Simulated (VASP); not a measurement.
Crystal: Al3Si2F.

```
CELL_PARAMETERS angstrom
4.29173 0.00000 0.00000
-2.14587 3.71675 0.00000
0.00000 0.00000 6.00152
ATOMIC_POSITIONS crystal
Al 0.00000 0.00000 0.00000
Al 0.33333 0.66667 0.50000
Al 0.66667 0.33333 0.50000
Si 0.33333 0.66667 0.00000
Si 0.66667 0.33333 0.00000
F 0.00000 0.00000 0.50000
```

The cell was built by a generator and needn't be a form met in nature.

- Program: VASP 6.6.1
- Task: relaxation of cell and atoms
- Functional: PBE
- Potentials or basis: VASP PAW PBE potentials, release 64 (Al, Si, F)
- Cutoff: 520 eV
- k mesh: 4 × 4 × 3
- Occupations: gaussian, width 0.15 eV
- Spin: no spin polarisation

At the start: pressure 11.2 GPa; volume 15.96 Å³/atom.

Question: Where does the relaxation end?

Answer: Over 13 steps the energy falls by 313.5 meV/atom and the volume is 16.52 Å³/atom (+3.6 %); space group P6/mmm (No. 191, to 0.05 Å).

The path:
```tsv
step	energy change (eV)	largest force (eV/Å)	pressure (GPa)	volume (Å³)
1	0.0000	0.0000	11.17	95.73
2	-1.0665	0.0000	-5.55	111.27
3	-1.0740	0.0000	-4.30	109.41
4	-1.3975	0.0000	-2.96	103.83
5	-1.2426	0.0000	14.61	86.79
6	-1.6545	0.0000	-0.50	99.18
7	-1.7663	0.0000	4.67	93.02
8	-1.7679	0.0000	3.33	94.13
9	-1.7694	0.0000	3.76	93.69
10	-1.7311	0.0000	4.72	95.74
11	-1.8293	0.0000	3.86	94.69
12	-1.8705	0.0000	-1.47	101.23
13	-1.8808	0.0000	-0.03	99.14
```

Final structure:
```xyz
6
Lattice="4.8590 0.0000 0.0000 -2.4295 4.2080 0.0000 0.0000 0.0000 4.8487" Properties=species:S:1:pos:R:3 pbc="T T T"
Al    0.0000    0.0000    0.0000
Al    0.0000    2.8053    2.4243
Al    2.4295    1.4027    2.4243
Si    0.0000    2.8053    0.0000
Si    2.4295    1.4027    0.0000
F     0.0000    0.0000    2.4243
```

Caveat: the k mesh is coarse (spacing up to 0.42 Å⁻¹), so the values aren't converged.
